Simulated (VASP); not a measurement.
Output of a VASP run:

OUTCAR:
```
 ion  position               nearest neighbor table
   1  0.156  0.844  0.918-   4 2.53   2 2.73   2 2.73   3 2.75   3 2.75   4 2.80   4 2.80
   2  0.344  0.656  0.418-   3 2.53   1 2.73   1 2.73   4 2.75   4 2.75   3 2.80   3 2.80
   3  0.656  0.344  0.582-   2 2.53   4 2.73   4 2.73   1 2.75   1 2.75   2 2.80   2 2.80
   4  0.844  0.156  0.082-   1 2.53   3 2.73   3 2.73   2 2.75   2 2.75   1 2.80   1 2.80
  LATTYP: Found a base centered orthorhombic cell.
 ALAT       =     4.5356099102
 B/A-ratio  =     1.7097821733
 C/A-ratio  =     1.0181458641
 Subroutine PRICEL returns:
 Original cell was already a primitive cell.
 Subroutine GETGRP returns: Found  8 space group operations
The static configuration has the point symmetry C_2h.
 The point group associated with its full space group is D_2h.
The dynamic configuration has the point symmetry C_2h.
 Subroutine INISYM returns: Found  8 space group operations
 Subroutine IBZKPT returns following result:
 Found    125 irreducible k-points:

 Following reciprocal coordinates:
            Coordinates               Weight
  0.000000  0.000000  0.000000      1.000000
  0.111111 -0.000000  0.000000      4.000000
  0.222222 -0.000000  0.000000      4.000000
  0.333333  0.000000  0.000000      4.000000
  0.444444 -0.000000  0.000000      4.000000
  0.111111  0.111111  0.000000      2.000000
  0.222222  0.111111  0.000000      4.000000
  0.333333  0.111111  0.000000      4.000000
  0.444444  0.111111  0.000000      4.000000
 -0.444444  0.111111  0.000000      4.000000
 -0.333333  0.111111  0.000000      4.000000
 -0.222222  0.111111  0.000000      4.000000
 -0.111111  0.111111  0.000000      2.000000
  0.222222  0.222222  0.000000      2.000000
  0.333333  0.222222  0.000000      4.000000
  0.444444  0.222222  0.000000      4.000000
 -0.444444  0.222222  0.000000      4.000000
 -0.333333  0.222222  0.000000      4.000000
 -0.222222  0.222222  0.000000      2.000000
  0.333333  0.333333  0.000000      2.000000
  0.444444  0.333333  0.000000      4.000000
 -0.444444  0.333333  0.000000      4.000000
 -0.333333  0.333333  0.000000      2.000000
  0.444444  0.444444  0.000000      2.000000
 -0.444444  0.444444  0.000000      2.000000
  0.000000  0.000000  0.125000      2.000000
  0.111111 -0.000000  0.125000      8.000000
  0.222222 -0.000000  0.125000      8.000000
  0.333333  0.000000  0.125000      8.000000
  0.444444 -0.000000  0.125000      8.000000
  0.111111  0.111111  0.125000      4.000000
  0.222222  0.111111  0.125000      8.000000
  0.333333  0.111111  0.125000      8.000000
  0.444444  0.111111  0.125000      8.000000
 -0.444444  0.111111  0.125000      8.000000
 -0.333333  0.111111  0.125000      8.000000
 -0.222222  0.111111  0.125000      8.000000
 -0.111111  0.111111  0.125000      4.000000
  0.222222  0.222222  0.125000      4.000000
  0.333333  0.222222  0.125000      8.000000
   k-points           NKPTS =    125   k-points in BZ     NKDIM =    125   number of bands    NBANDS=     31
   number of dos      NEDOS =    601   number of ions     NIONS =      4
   total plane-waves  NPLWV =  46656
   dimension x,y,z NGX =    36 NGY =   36 NGZ =   36
   dimension x,y,z NGXF=    72 NGYF=   72 NGZF=   72
   ions per type =               4
   PREC   = accura    normal or accurate (medium, high low for compatibility)
   ISTART =      0    job   : 0-new  1-cont  2-samecut
   ICHARG =      2    charge: 1-file 2-atom 10-const
   ISPIN  =      1    spin polarized calculation?
   LNONCOLLINEAR =      F non collinear calculations
   LSORBIT =      F    spin-orbit coupling
   INIWAV =      1    electr: 0-lowe 1-rand  2-diag
   ENCUT  =  520.0 eV  38.22 Ry    6.18 a.u.   8.35  8.35  8.59*2*pi/ulx,y,z
   NELM   =    100;   NELMIN=  2; NELMDL= -5     # of ELM steps
   EDIFF  = 0.1E-06   stopping-criterion for ELM
   LREAL  =      F    real-space projection
   NLSPLINE    = F    spline interpolate recip. space projectors
   LMAXMIX     =    4 max onsite mixed and CHGCAR
...
```

### OSZICAR
```
       N       E                     dE             d eps       ncg     rms          rms(c)
DAV:   1     0.370182892811E+03    0.37018E+03   -0.26436E+04  7837   0.314E+03
DAV:   2     0.435694795392E+02   -0.32661E+03   -0.32176E+03  8003   0.571E+02
DAV:   3     0.339352230386E+01   -0.40176E+02   -0.39876E+02  8737   0.154E+02
DAV:   4     0.222652422088E+01   -0.11670E+01   -0.11644E+01  8784   0.301E+01
DAV:   5     0.220097475582E+01   -0.25549E-01   -0.25571E-01  9279   0.448E+00    0.221E+00
DAV:   6     0.225129592143E+01    0.50321E-01   -0.12659E-01  9460   0.487E+00    0.125E+00
DAV:   7     0.226205292862E+01    0.10757E-01   -0.47417E-02 10135   0.241E+00    0.245E-01
DAV:   8     0.226172256444E+01   -0.33036E-03   -0.11686E-02  8604   0.123E+00    0.475E-02
DAV:   9     0.226157442905E+01   -0.14814E-03   -0.91137E-04  8625   0.328E-01    0.216E-02
DAV:  10     0.226157758291E+01    0.31539E-05   -0.17052E-04  9032   0.148E-01    0.510E-03
DAV:  11     0.226157742188E+01   -0.16103E-06   -0.29823E-05  9007   0.661E-02    0.453E-03
DAV:  12     0.226158037407E+01    0.29522E-05   -0.70462E-06  9292   0.318E-02    0.488E-04
DAV:  13     0.226158055900E+01    0.18493E-06   -0.70804E-07  9766   0.650E-03    0.353E-04
DAV:  14     0.226158108259E+01    0.52359E-06   -0.44923E-08  5093   0.195E-03    0.128E-04
DAV:  15     0.226158095309E+01   -0.12950E-06   -0.97029E-09  4624   0.105E-03    0.270E-05
DAV:  16     0.226158096892E+01    0.15827E-07   -0.35384E-09  4442   0.516E-04
   1 F= 0.22615810E+01 E0= 0.22615810E+01  d E =0.000000E+00
```

**OUTCAR**
```
------------------------ aborting loop because EDIFF is reached ----------------------------------------
  FORCE on cell =-STRESS in cart. coord.  units (eV):
  Direction    XX          YY          ZZ          XY          YZ          ZX
  --------------------------------------------------------------------------------------
  Total        0.0653076      0.0088316     -0.0277030      0.0000000     -0.0000000      0.0000000
  in kB        1.2883865      0.1742288     -0.5465242      0.0000000     -0.0000000      0.0000000
  external PRESSURE =       0.3053637 kB  Pullay stress =       0.0000000 kB
  volume of cell :       81.21
      direct lattice vectors                 reciprocal lattice vectors
     2.267804955 -3.877452485  0.000000000     0.220477515 -0.128950645  0.000000000
     2.267804955  3.877452485  0.000000000     0.220477515  0.128950645  0.000000000
     0.000000000  0.000000000  4.617912471     0.000000000  0.000000000  0.216548063
 POSITION                                       TOTAL-FORCE (eV/Angst)
 -----------------------------------------------------------------------------------
      2.26780      2.66977      4.23874         0.000000     -0.010340     -0.012119
      2.26780      1.20768      1.92978         0.000000      0.010340     -0.012119
      2.26780     -1.20768      2.68813         0.000000     -0.010340      0.012119
      2.26780     -2.66977      0.37918         0.000000      0.010340      0.012119
 -----------------------------------------------------------------------------------
    total drift:                               -0.000000      0.000000     -0.000000
  FREE ENERGIE OF THE ION-ELECTRON SYSTEM (eV)
  ---------------------------------------------------
  free  energy   TOTEN  =         2.2615809689 eV

  energy  without entropy=        2.2615809689  energy(sigma->0) =        2.26158097

 total charge

# of ion       s       p       d       tot
------------------------------------------
    1        0.980   0.680   9.954  11.614
    2        0.980   0.680   9.954  11.614
    3        0.980   0.680   9.954  11.614
    4        0.980   0.680   9.954  11.614
--------------------------------------------------
tot          3.922   2.719  39.817  46.458

 Electric field gradients after diagonalization (V/A^2)
 (convention: |V_zz| > |V_xx| > |V_yy|)
----------------------------------------------------------------------
 ion       V_xx      V_yy      V_zz     asymmetry (V_yy - V_xx)/ V_zz
----------------------------------------------------------------------
   1      20.093    18.386   -38.479       0.044
   2      20.093    18.386   -38.479       0.044
   3      20.093    18.386   -38.479       0.044
   4      20.093    18.386   -38.479       0.044
```
(Selected blocks of OUTCAR.)

File POSCAR:
```
Ga
1
    2.2678049551    -3.8774524848     0.0000000000
    2.2678049551     3.8774524848     0.0000000000
    0.0000000000     0.0000000000     4.6179124712
Ga
4
Direct
  0.1557311485   0.8442688515   0.9178903233
  0.3442688515   0.6557311485   0.4178903233
  0.6557311485   0.3442688515   0.5821096767
  0.8442688515   0.1557311485   0.0821096767
```

Write an INCAR and KPOINTS that could have produced this output.

One answer among several that fit: the input of the run itself, optB88-vdW, plane waves, VASP's PBE PAW potentials (set 64).

**INCAR**
```
# general
SYSTEM   = Ga
PREC     = Accurate
ENCUT    = 520
LREAL    = .FALSE.
LASPH    = .TRUE.

# electronic loop
EDIFF    = 1E-7
NELM     = 100
ALGO     = Normal
LMAXMIX  = 4

# smearing
ISMEAR   = -5

# functional
GGA      = BO
LUSE_VDW = .TRUE.
AGGAC    = 0.0
PARAM1   = 0.1833333333
PARAM2   = 0.22

# ions
ISIF     = 2

# output
LWAVE    = .FALSE.
LCHARG   = .TRUE.
LORBIT   = 11
NEDOS    = 601

# other
LEFG     = .TRUE.
```

KPOINTS:
```
Automatic
0
gamma
9 9 8
```

POTCAR, in this order: Ga_d (PBE.64 set). Program: vasp_std.

For a metal the tetrahedron method with Blöchl corrections gives inexact stress and forces.

The compound is Ga in the alpha structure. It was relaxed first.
